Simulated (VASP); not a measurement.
**HfN: transverse stress against strain**

HfN (rock salt, Fm-3m, 11.318 Å³/atom at rest, cube axes along x, y and z) under a strain ε along a cube axis (axis z), the other axes held. PBEsol in VASP (plane waves, PAW), 600 eV, 18×18×18 Γ-centred mesh, Methfessel-Paxton smearing 0.10 eV; ions are relaxed within the symmetry of each cell. Stress is positive for a compressed cell.

Here s stands for strain and y for stress xx.

```
strain (%)  stress xx (GPa)
----------  ---------------
-1.50                  1.75
-1.00                  1.08
-0.50                  0.44
0.00                  -0.17
0.50                  -0.75
1.00                  -1.33
1.50                  -1.91
3.00                      ?
```

**Question.** Fit y against s with a straight line, and predict the withheld value at s = 3.00.

**Answer.** Means: s 0, y -0.127. About the means, the sum of products is -8.4950 and the sum of squares of s is 7.0000; the slope is their ratio. Least squares gives y = -0.127 - 1.2136·s. Residuals (row less fit): 0.057, -0.007, -0.040, -0.043, -0.016, 0.011, 0.037; standard error 0.041 (degrees of freedom: 5). The slope gives the elastic constant C12 = 121 ± 1.6 GPa. At the withheld row, y = -0.127 - 1.2136 × 3.0 = -3.768 GPa. The calculation gives -3.49 GPa, 0.278 GPa above the prediction (5.3 % of the range of y in the table). The row lies outside the fitted rows, so this is an extrapolation. From the scatter of the fitted rows alone, a prediction at this place has a standard error of 0.064 GPa, so the miss is 4.3 times that.

One order more, fitted to all 13 runs of the series, follows each within 0.06, so the miss is the next term of a smooth law. In a metal these values are sensitive to mesh and smearing; energies are taken to zero smearing, stresses follow the free energy. For HfN: the electron count is odd and the run is not spin-polarised, which forces a metal. Rows are the converged runs of the series near zero and its far end; series whose fitted rows scatter by over a few per cent of the range, as at a crossing or softening among them, aren't shown in this form. Most that stay on the fit to the last digits aren't either.
